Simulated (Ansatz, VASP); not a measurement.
## Cross-check of Si5Ir3O16 between VASP and Ansatz

One calculation is typed for both programs; each brings its own data sets. How far apart do they land? Of the first pair: The structure shown is frame 22 of Ansatz's trajectory.

Method: plane waves, with VASP 6.6.1 beside it; single point at PBE, in Ansatz 0.2.0.

## 1. The starting structure

The cell holds 96 atoms: 20 Si, 64 O and 12 Ir. Its edges and angles: a = 8.597 Å, b = 8.597 Å, c = 11.394 Å, α = 90.0°, β = 90.0°, γ = 90.0°. It derives from IrO2 (rutile), repeated 2×2×4. As first built, before any earlier steps moved the atoms (in the runner's words): rutile IrO2, 2 x 2 x 4 conventional cells, 20 of 32 Ir sites given to Si at random (x = 0.625), lattice by Vegard's rule (cell 4.299, 4.299, 2.848, 90, 90, 90); every coordinate displaced by a Gaussian of 0.07 A.

## 2. Ansatz: dynamics, PBE

Ansatz runs on its default PAW (the set named soft_2) files.

One frame of this run of dynamics is then solved in both programs, so the motion causes no difference.

Contents of input.yaml:

```yaml
crystal:
  lattice:
    - [8.5972, 0.0, 0.0]
    - [0.0, 8.5972, 0.0]
    - [0.0, 0.0, 11.3936]
  atoms:
    - { symbol: Si, position: [0.01719, 0.01725, 0.00296] }
    - { symbol: Si, position: [0.24926, 0.24691, 0.12539] }
    - { symbol: O, position: [0.14603, 0.14441, 0.98833] }
    - { symbol: O, position: [0.33607, 0.35739, 0.00614] }
    - { symbol: O, position: [0.10532, 0.40743, 0.1324] }
    - { symbol: O, position: [0.40604, 0.09796, 0.12981] }
    - { symbol: Ir, position: [0.00011, 0.00461, 0.25328] }
    - { symbol: Ir, position: [0.25423, 0.24253, 0.36568] }
    - { symbol: O, position: [0.15073, 0.15141, 0.25651] }
    - { symbol: O, position: [0.33448, 0.3353, 0.24574] }
    - { symbol: O, position: [0.08282, 0.39352, 0.36992] }
    - { symbol: O, position: [0.40767, 0.08785, 0.38141] }
    - { symbol: Ir, position: [0.98752, 0.9949, 0.50409] }
    - { symbol: Ir, position: [0.25513, 0.23625, 0.6303] }
    - { symbol: O, position: [0.14019, 0.13953, 0.5115] }
    - { symbol: O, position: [0.34552, 0.36356, 0.51181] }
    - { symbol: O, position: [0.08651, 0.41414, 0.62249] }
    - { symbol: O, position: [0.40044, 0.09557, 0.6185] }
    - { symbol: Si, position: [0.01131, 0.00894, 0.75088] }
    - { symbol: Si, position: [0.25787, 0.23022, 0.87309] }
    - { symbol: O, position: [0.15096, 0.15141, 0.74899] }
    - { symbol: O, position: [0.3373, 0.34666, 0.75523] }
    - { symbol: O, position: [0.10348, 0.38788, 0.86619] }
    - { symbol: O, position: [0.40675, 0.08402, 0.88198] }
    - { symbol: Si, position: [0.99542, 0.49066, 0.00097] }
    - { symbol: Si, position: [0.26301, 0.73461, 0.11716] }
    - { symbol: O, position: [0.15821, 0.66155, 0.00362] }
    - { symbol: O, position: [0.35145, 0.84604, 0.00416] }
    - { symbol: O, position: [0.08505, 0.91317, 0.11845] }
    - { symbol: O, position: [0.41054, 0.60271, 0.12136] }
[... 60 atom lines left out ...]
    - { symbol: Si, position: [0.48873, 0.50268, 0.74693] }
    - { symbol: Si, position: [0.74805, 0.75303, 0.87719] }
    - { symbol: O, position: [0.64937, 0.64495, 0.76037] }
    - { symbol: O, position: [0.84331, 0.84626, 0.74705] }
    - { symbol: O, position: [0.61069, 0.91303, 0.88595] }
    - { symbol: O, position: [0.91502, 0.59934, 0.8818] }
kpoints:
  mp_grid: { grid: [1, 1, 1] }
hamiltonian:
  xc: pbe
scf:
  occupations: { method: gaussian, width: 0.025 }
output:
  forces: true
md:
  timestep: 1.0
  n_steps: 66
  ensemble: nve
  temperature: 600
  initial_velocities: maxwell_boltzmann
  seed: 7572
```

Run with:

```bash
ansatz run input.yaml --threads 8 --pin off --max-ram 15872MiB --backend cpu --events-out ev --progress --plain --runs-dir out
```

Numbers of over 12 decimals in the logs are rounded to 6 here.

What it wrote:

```text
Warning: md: disabling space-group detection — thermal motion breaks the input geometry's symmetry, so no spatial operation reduces the k-mesh or symmetrises the density; time reversal is kept, so that k and −k are solved as one point where they differ and the mesh holds both, and exact exchange and, on two spinor components, a DFT+U term hold to it where the run has them: on two components no moment then forms, and  [...]
Engine: ansatz 0.2.0, aarch64-unknown-linux-gnu
Pseudopotentials: kind: paw
Pseudopotential: Si, paw, valence charge 4, recommended cutoff 420 eV (normal), Si.paw.azcp
Pseudopotential: O, paw, valence charge 6, recommended cutoff 420 eV (normal), O.paw.azcp
Pseudopotential: Ir, paw, valence charge 17, recommended cutoff 420 eV (normal), Ir.paw.azcp
Functional definition: PBE
  parameter kappa = 0.804
  parameter beta = 0.066725
  exchange = pbe_x(kappa = kappa, mu = beta*pi^2/3)
  correlation = pbe_c(beta = beta)
Crystal: 96 atoms, lattice volume = 842.122 Å³
Basis set: ecut = 420 eV, 16479 PW (Γ), exchange–correlation on 120×120×160 points (8 copies of the dense FFT grid, shifted against one another)
Bands: 430, of which v1, the nominal top of the filled ones, is band 334 counted from 1 (333 counted from 0)
Symmetry: 1 space group operations
k-points: 1
Non-local potential: Si, projectors of the file, l = 0: 2, l = 1: 2, l = 2: 2
Non-local potential: O, projectors of the file, l = 0: 2, l = 1: 2, l = 2: 1
Non-local potential: Ir, projectors of the file, l = 0: 3, l = 1: 2, l = 2: 2, l = 3: 1
PAW form: soft (Blöchl's): semilocal exchange-correlation on the pseudo side does not see the compensation charge
PAW one-centre angular grid: Si, 110 points (default); XC on 64 Gauss nodes
PAW one-centre angular grid: O, 110 points (default); XC on 64 Gauss nodes
PAW one-centre angular grid: Ir, 590 points (default); XC on 64 Gauss nodes
Initial density: superposition of atomic densities (neutral atoms: chi_scale 0, normalization atom), corrected by the library's trained network
Initial wavefunctions: pseudopotential atomic-orbital guess
Functional: x = pbe(κ = 0.804, μ = 0.219515), c = pbe(β = 0.066725)
SCF iter   1: F=—  HF=-192235.279592 eV  |F-HF|=—  |Δ(HF+E_count)|=         —  Δρ=1.76e-2  dr2=6.59e0  ethr=1.77e-3  ⟨swp⟩=6.0  Hψ=1809  notcnv=0  defer=24
preconditioner: auto → Resta (q_TF=auto, 2.625 Å⁻¹)  ε∞=4.9  [insulator: Δε(μ)=0.034 eV  Ē_g=15.417 eV  σ=0.025 eV  W_gap=0.67  n_scr=244 (ndim 8)  ℏωp=30.6 eV  f_vac=0.000  D(μ)=56.15/eV (n_scr^D=616)  ε∞_Penn≈4.9]
SCF iter   2: F=—  HF=-192234.884880 eV  |F-HF|=—  |Δ(HF+E_count)|=   3.95e-1  Δρ=7.23e-3  dr2=9.64e-1  ethr=9.87e-4  ⟨swp⟩=1.0  Hψ=495  notcnv=0  defer=39
SCF iter   3: F=—  HF=-192234.802686 eV  |F-HF|=—  |Δ(HF+E_count)|=   8.22e-2  Δρ=4.74e-3  dr2=2.35e-1  ethr=1.44e-4  ⟨swp⟩=2.0  Hψ=345  notcnv=0  defer=90
SCF iter   4: F=—  HF=-192234.786717 eV  |F-HF|=—  |Δ(HF+E_count)|=   1.60e-2  Δρ=2.01e-3  dr2=6.04e-2  ethr=3.52e-5  ⟨swp⟩=1.0  Hψ=340  notcnv=0  defer=90
SCF iter   5: F=—  HF=-192234.782616 eV  |F-HF|=—  |Δ(HF+E_count)|=   4.10e-3  Δρ=1.74e-3  dr2=2.92e-2  ethr=9.05e-6  ⟨swp⟩=1.0  Hψ=340  notcnv=0  defer=90
SCF iter   6: F=—  HF=-192234.781268 eV  |F-HF|=—  |Δ(HF+E_count)|=   1.35e-3  Δρ=6.42e-4  dr2=8.87e-3  ethr=4.37e-6  ⟨swp⟩=1.0  Hψ=340  notcnv=0  defer=90
SCF iter   7: F=—  HF=-192234.781003 eV  |F-HF|=—  |Δ(HF+E_count)|=   2.65e-4  Δρ=3.37e-4  dr2=3.18e-3  ethr=1.33e-6  ⟨swp⟩=1.0  Hψ=340  notcnv=0  defer=90
SCF iter   8: F=—  HF=-192234.780882 eV  |F-HF|=—  |Δ(HF+E_count)|=   1.21e-4  Δρ=1.57e-4  dr2=5.04e-4  ethr=4.76e-7  ⟨swp⟩=1.0  Hψ=340  notcnv=0  defer=90
SCF iter   9: F=—  HF=-192234.780858 eV  |F-HF|=—  |Δ(HF+E_count)|=   2.40e-5  Δρ=6.83e-5  dr2=1.43e-4  ethr=7.54e-8  ⟨swp⟩=1.0  Hψ=340  notcnv=0  defer=90
SCF iter  10: F=—  HF=-192234.780851 eV  |F-HF|=—  |Δ(HF+E_count)|=   7.16e-6  Δρ=2.73e-5  dr2=1.88e-5  ethr=2.15e-8  ⟨swp⟩=1.0  Hψ=340  notcnv=0  defer=90
SCF iter  11: F=—  HF=-192234.780573 eV  |F-HF|=—  |Δ(HF+E_count)|=   2.78e-4  Δρ=1.15e-5  dr2=3.18e-6  ethr=2.82e-9  ⟨swp⟩=2.0  Hψ=347  notcnv=0  defer=90
SCF iter  12: F=—  HF=-192234.780573 eV  |F-HF|=—  |Δ(HF+E_count)|=   5.70e-8  Δρ=4.58e-6  dr2=4.65e-7  ethr=4.76e-10  ⟨swp⟩=2.0  Hψ=342  notcnv=0  defer=90
SCF iter  13: F=—  HF=-192234.780573 eV  |F-HF|=—  |Δ(HF+E_count)|=   2.07e-8  Δρ=2.74e-6  dr2=2.11e-7  ethr=6.96e-11  ⟨swp⟩=2.0  Hψ=353  notcnv=0  defer=90
[...]
md step    64: t =    64.00 fs  T =  1730.0 K  F+E_penalty+E_count = -192248.72994573 eV  E_kin = 21.244151 eV  conserved = -192227.48579516 eV  (6 SCF iters)
md step    65: t =    65.00 fs  T =  1678.8 K  F+E_penalty+E_count = -192248.09809614 eV  E_kin = 20.615527 eV  conserved = -192227.48256893 eV  (6 SCF iters)
[...]
md step    66: t =    66.00 fs  T =  1626.5 K  F+E_penalty+E_count = -192247.45183008 eV  E_kin = 19.972401 eV  conserved = -192227.47942946 eV  (14 SCF iters)
SCF converged after 14 iterations
Free energy (F): -192247.451830 eV
Harris-Foulkes:  -192247.451830 eV  (|F-HF|=3.65e-8)
Internal energy: -192247.426794 eV  (E = F + TS)
E sigma→0 (E₀):  -192247.439312 eV
Entropy (-TS):   -0.025036 eV (-0.261 meV/atom)
Fermi energy:    12.783600 eV
--- Per-component energies (eV) ---
  E_band       = -2083.194914
  E_kinetic    = 19851.210352
  E_local      = -43227.543136  (includes V_loc(G=0)·N_el)
  E_nonlocal   = 4423.527841
  E_hartree    = 16332.721686
  E_xc         = -9083.682321
  E_vxc        = -10627.944342  (∫ρ·V_xc dr)
  E_paw        = -131098.061653  (= ΣΔE_a)
  E_vpaw       = -5168.047052  (= ΣTr[D̂ρ^β])
  E_aug_tail   = 0.161655  (compensation charges beyond the density's cutoff)
  E_ewald      = -49445.761219
  E_smearing   = -0.025036  (= −TS)
  E_closure    = -0.000000  (closes the sum)
  Σ components = -192247.451830   (vs F -192247.451830, Δ=0.00e0)
--- Forces (eV/Å), atoms counted from 1 ---
  atom   1  Si     1.16423125    -0.32789577     0.16010232
  atom   2  Si     1.52742801     2.88952841    -5.77432026
  atom   3  O     -0.62255776    -0.54504280    -0.37981281
  atom   4  O     -0.20528556     0.32533076    -0.11012345
  atom   5  O     -0.12579499     1.10062808    -1.13853842
  atom   6  O      1.40061097    -0.24468373    -3.25239968
  atom   7  Ir     2.46961204    -1.57571395     4.60278673
  atom   8  Ir     0.65306732     2.04562223    -2.25279070
  atom   9  O     -1.98573406    -1.88216420     2.77443810
  atom  10  O     -0.88938144    -1.12749475     2.16715056
  atom  11  O      0.81899296    -2.08686159     0.49454770
  atom  12  O      1.76073924    -2.54985287    -1.03304794
  atom  13  Ir    -0.65476268     1.87817304    -5.36587545
  atom  14  Ir     1.13520322     0.95851392    -3.63410026
  atom  15  O     -1.26274024    -2.43760677     2.96146672
  atom  16  O     -1.98515818    -1.70782953     3.41535668
  atom  17  O     -2.94366318     0.84151143     0.73887993
  atom  18  O      0.54697622    -0.21183232    -0.81496902
  atom  19  Si    -3.96753783     0.15476214    -0.46442620
  atom  20  Si     2.25553345     0.69946801     3.66502466
  atom  21  O      3.05335106     1.64502865    -0.68419440
  atom  22  O     -1.82419267    -4.15556715    -0.67823381
  atom  23  O     -0.81875354    -1.91945075    -0.51509111
  atom  24  O      0.80928595     0.52274951     2.34906140
[...]
atom  89  O      0.38263390    -0.54736784    -1.90163918
  atom  90  O      0.53385966    -2.13005613    -0.15957354
  atom  91  Si    -0.23995016     2.42074006    -0.81189715
  atom  92  Si     0.61329332     0.84800255    -0.09617860
  atom  93  O     -2.08764858    -0.59265803    -1.10285655
  atom  94  O      2.61628977     2.31337479     0.38637363
  atom  95  O     -0.93605068    -2.61426569     0.61056430
  atom  96  O     -0.58489189     0.19791941    -1.11419151
  max |Σ_I F_I| component: 5.73e-5 eV/Å
--- MD trajectory: 66 steps, t = 0.0 → 66.0 fs ---
  final state: T = 1626.5 K   F+E_penalty+E_count = -192247.45183008 eV   E_kin = 19.972401 eV
  conserved energy: peak-to-peak 1.125e-1 eV (1.171e-3 eV/atom) over 66.0 fs
```

The column dr2 measures how far the density is from self-consistency, as an energy; F and HF (Harris–Foulkes) agree once it is small.

## 3. VASP: single point, PBE, pair 1

The same cell, functional, mesh and smearing now go to VASP, with its own data sets.

Lines of VASP's logs that name or quote its potential files are left out, and so is its time.

Contents of INCAR:

```
SYSTEM = Si5Ir3O16
PREC = Accurate
ENCUT = 520
EDIFF = 1E-06
NELM = 120
ISMEAR = 0
SIGMA = 0.025
LREAL = Auto
ALGO = Normal
GGA = PE
NBANDS = 360
LASPH = .TRUE.
LORBIT = 11
LWAVE = .FALSE.
LCHARG = .FALSE.
ISIF = 2
GGA_COMPAT = .FALSE.
NCORE = 2
```

Contents of POSCAR:

```
Si5Ir3O16
1.0
    8.5972000000      0.0000000000      0.0000000000
    0.0000000000      8.5972000000      0.0000000000
    0.0000000000      0.0000000000     11.3936000000
Si O Ir
20 64 12
Direct
    0.0008723771      0.9932652492      0.9913899031
    0.2614106919      0.2398222677      0.1134672097
    0.9985925650      0.9940910994      0.7630336329
    0.2473363421      0.2556995301      0.8844438983
    0.9761317638      0.4945796306      0.0036336189
    0.2409040153      0.7460103289      0.1248156860
    0.0181105476      0.5008607454      0.2441370594
    0.2561996929      0.7492788350      0.3639060525
    0.0063160099      0.5075024427      0.4893975565
    0.2436723584      0.7586888754      0.8916496981
    0.4892523147      0.9950565300      0.0022819829
    0.5009537989      0.9837388917      0.2440843983
    0.5203089378      0.9886823617      0.7564509900
    0.7476038710      0.2402642721      0.8824252212
    0.7646791979      0.7478597683      0.1171534897
    0.7515586470      0.7360768622      0.3833292375
    0.5025357093      0.5217512679      0.5119540795
    0.7528148700      0.7416949705      0.6293884286
    0.5121434886      0.5003838459      0.7602074849
    0.7544200437      0.7587586656      0.8762463137
    0.1532359373      0.1659842739      0.0081888078
    0.3329339785      0.3323872889      0.0013253054
    0.0920764900      0.4038058903      0.1180838365
    0.4046666356      0.0959614758      0.1187508777
    0.1601219002      0.1652747406      0.2147521416
    0.3406457917      0.3515330573      0.2208081730
    0.0897152561      0.4117619690      0.3756582643
    0.4013283395      0.0941585633      0.3234622946
    0.1661238543      0.1400688596      0.4926186631
    0.3624901131      0.3524752245      0.4885462014
[... 60 atom lines left out ...]
    0.7465919136      0.2461615410      0.1243505126
    0.7550132601      0.2602126274      0.3767904789
    0.4973363421      0.0123877542      0.4981129757
    0.7517447541      0.2531289257      0.6326709732
    0.4974991858      0.5069441213      0.0019747929
    0.5014423301      0.4962080677      0.2509917849
```

Contents of KPOINTS:

```
Automatic mesh
0
Gamma
1 1 1
0 0 0
```

The projector-augmented-wave data sets are Si, O and Ir (PBE family, release 64).

Run with:

```bash
mpirun -np 8 vasp_gam
```

What it wrote:

```text
[banner, memory and clock lines left out]
running    8 mpi-ranks, on    1 nodes
[...]
LDA part: xc-table for (Slater+PW92), standard interpolation
 POSCAR, INCAR and KPOINTS ok, starting setup
[...]
entering main loop
       N       E                     dE             d eps       ncg     rms          rms(c)
DAV:   1     0.776693904222E+04    0.77669E+04   -0.33324E+05   720   0.169E+03
DAV:   2     0.418642633991E+03   -0.73483E+04   -0.67892E+04   768   0.468E+02
DAV:   3    -0.724721332217E+03   -0.11434E+04   -0.10649E+04   872   0.202E+02
DAV:   4    -0.798545140170E+03   -0.73824E+02   -0.72208E+02   912   0.540E+01
[...]
DAV:  29    -0.679623642029E+03    0.49795E-05   -0.23154E-05   952   0.113E-02    0.234E-02
DAV:  30    -0.679623640701E+03    0.13286E-05   -0.60157E-06   592   0.676E-03    0.161E-02
DAV:  31    -0.679623639766E+03    0.93476E-06   -0.30766E-06   408   0.453E-03
   1 F= -.67962364E+03 E0= -.67960851E+03  d E =-.302640E-01
```

From OUTCAR (step 3):

```text
  Total      107.4487733    115.3345449     96.5328597      5.2089782     -4.4599964     -2.6106157
  in kB      204.4264165    219.4294731    183.6583701      9.9103294     -8.4853559     -4.9668208
  external PRESSURE =     202.5047532 kB  Pullay stress =       0.0000000 kB

 POSITION                                       TOTAL-FORCE (eV/Angst)
 -----------------------------------------------------------------------------------
      0.00750      8.53930     11.29550         1.275286      1.581873      2.116988
      2.24740      2.06180      1.29280        -0.245541      1.108246     -0.171827
      8.58510      8.54640      8.69370         0.574534      0.340176      0.930021
      2.12640      2.19830     10.07700         0.190467     -1.739492     -1.124940
      8.39200      4.25200      0.04140         3.527779     -0.261545     -0.180016
      2.07110      6.41360      1.42210         1.748122     -0.011206     -1.945885
      0.15570      4.30600      2.78160         2.297874      3.710101     -1.518660
      2.20260      6.44170      4.14620        -1.065465      0.119992      1.116288
      0.05430      4.36310      5.57600        -0.954709      0.387256      0.695143
[...]
3.35110      0.86350     10.07210         1.573221     -2.186983      1.735448
      1.24540      5.62320     11.28450         1.286235      0.306634      2.526868
      2.95940      7.28440     11.38530         1.673512     -0.585158      0.601534
      1.10510      7.70390      1.22810        -4.370021      2.922782      0.825825
[...]
-----------------------------------------------------------------------------------
    total drift:                                0.029060      0.006747     -0.010722

  FREE ENERGIE OF THE ION-ELECTRON SYSTEM (eV)
  ---------------------------------------------------
  free  energy   TOTEN  =      -679.6236397662 eV

  energy  without entropy=     -679.5933757744  energy(sigma->0) =     -679.60850777

[... 3 further parts left out ...]
[key lines of the parts left out:]
E-fermi :   7.7274
```

This run has no spin polarisation, so a moment on Ir, if there is one, isn't seen.

## 4. Side by side

Known differences besides the potentials themselves: the data sets hold 668 valence electrons in Ansatz (on its default PAW (the set named soft_2) files) and 572 in VASP; the cutoff is 420 eV in Ansatz and 520 eV in VASP (PREC = Accurate, projectors in real space). Total energies have different zeros and are not compared.

Forces on 8 of the 96 atoms, those with the largest forces and the largest differences (eV/Å; atoms numbered as in POSCAR):

```csv
atom,"Ansatz x, y, z","VASP x, y, z"
O25,"-3.330, -2.946, 6.225","-3.339, -2.933, 6.204"
O28,"-2.663, 2.315, 7.750","-2.609, 2.278, 7.734"
O29,"-3.568, -2.435, 5.042","-3.789, -2.790, 5.283"
O58,"-7.853, -7.371, -0.499","-7.863, -7.391, -0.506"
O61,"-3.789, -4.916, -2.932","-4.113, -5.201, -3.098"
Ir85,"2.986, -0.096, -6.864","3.267, -0.140, -7.064"
Ir86,"3.059, 2.859, -12.980","3.135, 3.020, -13.503"
Ir94,"0.599, 2.495, 9.600","0.677, 2.716, 10.130"
```

The forces differ by 103 meV/Å r.m.s., which is 4.1 % of the r.m.s. force of 2.520 eV/Å (both taken over all components).

## 5. Ansatz: dynamics, PBE

One frame of this run of dynamics is then solved in both programs, so the motion causes no difference.

The structure compared here is frame 44 of Ansatz's trajectory.

input.yaml is that of step 2.

Run with:

```bash
ansatz run input.yaml --threads 8 --pin off --max-ram 15872MiB --backend cpu --events-out ev --progress --plain --runs-dir out
```

What it wrote:

```text
[...]
Crystal: 96 atoms, lattice volume = 842.122 Å³
Basis set: ecut = 420 eV, 16479 PW (Γ), exchange–correlation on 120×120×160 points (8 copies of the dense FFT grid, shifted against one another)
Bands: 430, of which v1, the nominal top of the filled ones, is band 334 counted from 1 (333 counted from 0)
Symmetry: 1 space group operations
k-points: 1
[...]
atom   8  Ir     0.65306732     2.04562223    -2.25279070
[...]
atom  93  O     -2.08764858    -0.59265803    -1.10285655
  atom  94  O      2.61628977     2.31337479     0.38637363
  atom  95  O     -0.93605068    -2.61426569     0.61056430
  atom  96  O     -0.58489189     0.19791941    -1.11419151
  max |Σ_I F_I| component: 5.73e-5 eV/Å
--- MD trajectory: 66 steps, t = 0.0 → 66.0 fs ---
[...]
conserved energy: peak-to-peak 1.125e-1 eV (1.171e-3 eV/atom) over 66.0 fs
[key lines of the parts left out:]
SCF converged after 14 iterations
Free energy (F): -192247.451830 eV
Fermi energy:    12.783600 eV
```

(Continued in part 2 of 2.)

[Lines on the potential files, build, host, timing and source positions are cut from VASP's logs without a mark.]

[Logs are printed without paths, hosts, clocks, repeated set-up lines and the standing remarks that a program may print on its own settings, such as how far it seeks lower states.]

[Hosts, paths, dates, database ids (printed as entryN), source tags and the programs' standing remarks are cut or masked in the printed files.]
